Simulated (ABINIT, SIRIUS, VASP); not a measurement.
## HfB: equilibrium volume by level of theory

The structure is cubic, space group Fm-3m (No. 225). Conventional cell: a = 4.620 Å, b = 4.620 Å, c = 4.620 Å, α = 90.00°, β = 90.00°, γ = 90.00°. Hf (site symmetry m-3m) has 6 B at 2.31 Å as nearest neighbours. Around B (site symmetry m-3m) lie 6 Hf at 2.31 Å.

| rung | level | program and potentials | cutoff (eV) | k mesh | smearing | equilibrium volume (Å³/atom) | notes |
| --- | --- | --- | --- | --- | --- | --- | --- |
| GGA + dispersion | BLYP+D3(BJ) | VASP, PBE PAW files B, Hf_pv, 600 eV | 600 | 10 × 10 × 10 | fermi-dirac 0.05 | 13.82 | potentials made for PBE; 6.5 valence electrons an atom on average |
| GGA + dispersion | BLYP+D3(zero damping) | VASP, PBE PAW files B, Hf_pv, 600 eV | 600 | 10 × 10 × 10 | fermi-dirac 0.05 | 14.04 | potentials made for PBE; 6.5 valence electrons an atom on average |
| GGA + dispersion | BLYP+D4 | VASP, PBE PAW files B, Hf_pv, 600 eV | 600 | 10 × 10 × 10 | fermi-dirac 0.05 | 14.06 | potentials made for PBE; 6.5 valence electrons an atom on average |
| GGA | PBE | VASP, PBE PAW files B, Hf_pv, 600 eV | 600 | 10 × 10 × 10 | fermi-dirac 0.05 | 14.13 | 6.5 valence electrons an atom on average |
| GGA + dispersion | PBE+D3(BJ) | ABINIT, SPMS NC PBE v1.0 | 816 | 8 × 8 × 8 | fermi-dirac 0.05 | 13.82 | 7.5 valence electrons an atom on average |
| GGA | PBEsol | ABINIT, PseudoDojo NC SR PBEsol v0.4.1 standard | 1034 | 8 × 8 × 8 | fermi-dirac 0.05 | 13.78 | 7.5 valence electrons an atom on average |
| GGA | PBEsol | VASP, PBE PAW files B, Hf_pv, 600 eV | 600 | 10 × 10 × 10 | fermi-dirac 0.05 | 13.75 | potentials made for PBE; 6.5 valence electrons an atom on average |
| GGA | PW91 | VASP, PBE PAW files B, Hf_pv, 600 eV | 600 | 10 × 10 × 10 | fermi-dirac 0.05 | 14.17 | potentials made for PBE; 6.5 valence electrons an atom on average |
| GGA + dispersion | revPBE+D3(BJ) | SIRIUS, PseudoDojo 0.4.1 PBE standard (scalar relativistic) | 1054 | 7 × 7 × 7 | fermi-dirac 0.05 | 13.69 | potentials made for PBE; 7.5 valence electrons an atom on average |
| GGA + dispersion | revPBE+D3(zero damping) | SIRIUS, PseudoDojo 0.4.1 PBE standard (scalar relativistic) | 1054 | 7 × 7 × 7 | fermi-dirac 0.05 | 13.81 | potentials made for PBE; 7.5 valence electrons an atom on average |
| GGA + dispersion | revPBE+D4 | SIRIUS, PseudoDojo 0.4.1 PBE standard (scalar relativistic) | 1054 | 7 × 7 × 7 | fermi-dirac 0.05 | 13.78 | potentials made for PBE; 7.5 valence electrons an atom on average |
| non-local van der Waals functional | rev-vdW-DF2 | VASP, PBE PAW files B, Hf_pv, 600 eV | 600 | 10 × 10 × 10 | fermi-dirac 0.05 | 13.98 | potentials made for PBE; 6.5 valence electrons an atom on average |
| non-local van der Waals functional | vdW-DF-cx | VASP, PBE PAW files B, Hf_pv, 600 eV | 600 | 10 × 10 × 10 | fermi-dirac 0.05 | 13.90 | potentials made for PBE; 6.5 valence electrons an atom on average |

Task: relaxation of cell and atoms. All rows: no spin polarisation. Smearing widths are in eV. For a metal such meshes aren't converged. Meshes differ between rows, which moves values too. Meshes are those of the run's cell of 2 atoms unless a note names another. Relaxations start from the cell shown or near it and stop with a little pressure left. Runs on faulty files, with rough fits or with known faults for this quantity aren't shown. No row holds spin-orbit coupling.

By rung: GGA + dispersion 13.69 to 14.06; GGA 13.75 to 14.17; non-local van der Waals functional 13.90 to 13.98 (Å³/atom).

Every level expands the lattice well beyond the listed 4.620 Å cell, and the spread between functionals is much smaller than that expansion. The choice of functional therefore doesn't explain the mismatch. If the listed cell derives from a measured sample, carbon, nitrogen or oxygen on the boron sites is a probable cause, since these smaller atoms form compact rocksalt phases with hafnium. Boron is larger than carbon and brings one electron fewer, leaving the bonding p-d states of the rocksalt monocarbide incompletely filled, which favours a larger cell.

Among the functionals, PBEsol contracts the lattice from 14.13 to 13.75 Å³/atom relative to PBE with the same potentials, as expected from its weaker exchange gradient enhancement. For both BLYP and revPBE, D3(BJ) gives a smaller volume than zero damping, so the short-range form of the correction matters in this dense metal, where screening makes atom-pairwise dispersion uncertain. The volumes alone don't establish whether stoichiometric rocksalt HfB is stable against the diboride and hafnium.
